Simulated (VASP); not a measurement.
Wanted: the native input for a VASP 6.6.1 run.

```
Task                   : single point
Functional             : PBE
Potentials or basis    : VASP PAW PBE potentials, release 64 (P, Sb, Zn)
Cutoff                 : 520 eV
k mesh                 : 4 × 4 × 4
Occupations            : gaussian, width 0.05 eV
Spin                   : no spin polarisation
Dipole correction      : no
Further INCAR settings : ALGO = Fast; EDIFF = 1e-07; NBANDS = 31
```

The structure of Zn3SbP lies in POSCAR:

```
Zn3SbP
1.0
    5.7159423747      0.0000000000      0.0000000000
    0.0000000000      5.7159423747      0.0000000000
    0.0000000000      0.0000000000      5.7159423747
P Sb Zn
1 1 3
Direct
    0.0000000000      0.0000000000      0.0000000000
    0.5000000000      0.5000000000      0.5000000000
    0.5000000000      0.5000000000      0.0000000000
    0.5000000000      0.0000000000      0.5000000000
    0.0000000000      0.5000000000      0.5000000000
```

The cell comes from a database or a generator and needn't be the stable form of this composition.

These files were run (other wordings do the same):

INCAR

```
ALGO = Fast
EDIFF = 1E-7
ENCUT = 520
GGA = PE
ISIF = 2
ISMEAR = 0
LASPH = T
LCHARG = F
LREAL = F
LWAVE = F
NBANDS = 31
NELM = 100
PREC = Accurate
SIGMA = 0.05
```

KPOINTS

```
k-points
0
Gamma
  4 4 4
```

Potentials or basis: VASP PAW PBE potentials, release 64 (P, Sb, Zn).

Launch:

```sh
$ cat potpaw_PBE.64/P/POTCAR potpaw_PBE.64/Sb/POTCAR potpaw_PBE.64/Zn/POTCAR > POTCAR
$ mpirun -np 1 vasp_std > vasp.out
```

It gave:

```
Pressure               : -5.0 GPa
Band gap on the k mesh : none (metal or under the smearing width)
```

It took 82 s on 1 thread of Intel(R) Xeon(R) Platinum 8488C (Sapphire Rapids), on a shared host, peak memory 0.35 GiB.
